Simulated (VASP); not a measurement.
These are PBE GGA, VASP's PBE PAW potentials (set 64) (plane waves; VASP) values and carry that method's errors.

Input for VASP

POSCAR:
```
BP
1
    0.0000000000     2.1976896752     2.1976896752
    2.1976896752     0.0000000000     2.1976896752
    2.1976896752     2.1976896752     0.0000000000
B P
1 1
Direct
  0.0000000000   0.0000000000   0.0000000000
  0.2500000000   0.2500000000   0.2500000000
```

KPOINTS:
```
Automatic mesh
0
Gamma
10 10 10
0 0 0
```

INCAR:
```
ISIF  =  3   # ions, shape and volume
ENCUT  =  620   # plane-wave cut-off (eV)
PREC  =  Accurate
LREAL  =  .FALSE.
EDIFF  =  1E-6   # SCF stop (eV)
IBRION  =  2   # conjugate gradients
SIGMA  =  0.05
LCHARG  =  .FALSE.
ISMEAR  =  0   # Gaussian
LWAVE  =  .FALSE.
PSTRESS  =  300   # kbar
SYSTEM  =  BP
EDIFFG  =  -0.02   # ionic stop
NELM  =  100   # most electronic steps
ALGO  =  Normal   # blocked Davidson
NSW  =  40
LASPH  =  .TRUE.
GGA  =  PE   # PBE
```

POTCAR, in this order: B P (PBE.64 set). Program: vasp_std.

Energy and stress use the plane-wave basis of the starting cell.

**Question.** Predict the energy per atom (σ→0), volume per atom, band gap (on the k-mesh).

**Answer.** 
| Property | Value |
|---|---|
| energy per atom (σ→0) | -6.337 eV/atom |
| band gap (on the k-mesh) | 1.04 eV |
| volume per atom | 10.20 Å^3/atom |

### OSZICAR
```
...
DAV:   1    -0.127024128005E+02   -0.30548E+00   -0.95299E-01   800   0.804E+00    0.132E+00
DAV:   2    -0.126811840202E+02    0.21229E-01   -0.38406E-02  1032   0.136E+00    0.728E-01
DAV:   3    -0.126746847966E+02    0.64992E-02   -0.14430E-02   848   0.699E-01    0.194E-01
DAV:   4    -0.126743592045E+02    0.32559E-03   -0.35493E-04   944   0.152E-01    0.144E-01
DAV:   5    -0.126742544001E+02    0.10480E-03   -0.14317E-04   952   0.859E-02    0.637E-02
DAV:   6    -0.126742516558E+02    0.27443E-05   -0.46548E-06   880   0.180E-02    0.129E-02
DAV:   7    -0.126742509973E+02    0.65848E-06   -0.61249E-07   408   0.531E-03
   3 F= -.88549854E+01 E0= -.88549854E+01  d E =-.274856E-01
```

The compound is BP in the zinc blende structure. This run relaxes it under an external pressure of 30 GPa. Symmetry was kept, so distortions that lower it aren't found.
